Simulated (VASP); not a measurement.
Input:

```yaml
crystal:
  lattice:
    - [3.58504, 0.00000, 0.00000]
    - [0.00000, 3.58504, 0.00000]
    - [0.00000, 0.00000, 3.58504]
  atoms:
    - { symbol: Hg, position: [0.00000, 0.00000, 0.00000] }
    - { symbol: Lu, position: [0.50000, 0.50000, 0.50000] }
```

The numbers are results of PBEsol GGA, VASP's PBE PAW potentials (set 64) (plane waves; VASP 6.6.1), not measurements. Run with 530 eV cut-off, 9×9×9 Γ-centred mesh, first-order Methfessel-Paxton smearing of 0.10 eV, potentials Hg Lu_3.

Finite-difference elastic constants of metals are sensitive to mesh and smearing; shear constants can be off by tens of GPa.

**Question.** Give the elastic stiffness tensor with the ions relaxed (GPa, in the frame of the cell).

**Answer.** 
```csv
,xx,yy,zz,yz,xz,xy
xx,111,70.3,70.3,0.0,0.0,0.0
yy,70.3,111,70.3,0.0,0.0,0.0
zz,70.3,70.3,111,0.0,0.0,0.0
yz,0.0,0.0,0.0,41.2,0.0,0.0
xz,0.0,0.0,0.0,0.0,41.2,0.0
xy,0.0,0.0,0.0,0.0,0.0,41.2
```

**Question.** Predict the Hill bulk modulus, Hill shear modulus, Young's modulus, Poisson's ratio.

**Answer.** 
```
Item                  Result
------------------  --------
Hill bulk modulus   83.8 GPa
Hill shear modulus  31.0 GPa
Young's modulus     82.8 GPa
Poisson's ratio        0.335
```

The structure comes from a measured LuHg entry (Pm-3m) of the Crystallography Open Database, whose conditions weren't checked. It was relaxed first. The electron count is odd and the run is not spin-polarised, which forces a metal.
